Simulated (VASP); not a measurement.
The input files of a VASP run:

INCAR:
```
! general
SYSTEM  =Ge
PREC    =Accurate
ENCUT   =520
LREAL   =.FALSE.
LASPH   =.TRUE.

! electronic loop
EDIFF   =1E-7
NELM    =100
ALGO    =Normal
LMAXMIX =4

! smearing
ISMEAR  =1
SIGMA   =0.1

! functional
GGA     =CX
LUSE_VDW=.TRUE.
AGGAC   =0.0

! ions
ISIF    =2

! output
LWAVE   =.FALSE.
LCHARG  =.FALSE.
```

File POSCAR:
```
Ge
4.0957230
  0.0000000000   0.7071067062   0.7071067062
  0.7071067062   0.0000000000   0.7071067062
  0.7071067062   0.7071067062   0.0000000000
Ge
2
Cart
  0.0000000000   0.0000000000   0.0000000000
  0.3535533531   0.3535533531   0.3535533531
```

File KPOINTS:
```
Automatic mesh
0
Gamma
11 11 11
0 0 0
```

POTCAR, in this order: Ge_d (PBE.64 set). Program: vasp_std.

Question: Translate this vdW-DF-cx calculation to Quantum ESPRESSO's pw.x.

Answer: One equivalent input (not run):
```
&CONTROL
  calculation = 'scf'
  pseudo_dir = './pseudo'
  outdir = './out'
  tprnfor = .true.
  tstress = .true.
/
&SYSTEM
  ibrav = 0
  nat = 2
  ntyp = 1
  ecutwfc = 78
  occupations = 'smearing'
  smearing = 'methfessel-paxton'
  degauss = 0.00735
  input_dft = 'vdw-df-cx'
/
&ELECTRONS
  conv_thr = 7.3e-09
  electron_maxstep = 100
/
ATOMIC_SPECIES
  Ge 72.630 Ge.upf
CELL_PARAMETERS angstrom
     0.0000000    2.8961132    2.8961132
     2.8961132    0.0000000    2.8961132
     2.8961132    2.8961132    0.0000000
ATOMIC_POSITIONS crystal
  Ge   0.0000000  0.0000000  0.0000000
  Ge   0.2500000  0.2500000  0.2500000
K_POINTS automatic
  11 11 11 0 0 0
```
The two are equivalent in intent, not identical: the potentials are each code's own (VASP's PAW set, PseudoDojo norm-conserving files in pw.x), so ENCUT and ecutwfc are chosen apart and not converted; conv_thr bounds pw.x's estimated SCF error, while EDIFF bounds the energy change between steps.

The compound is Ge in the diamond structure. This cell is one point of a volume scan, at 1.06 of the reference volume.
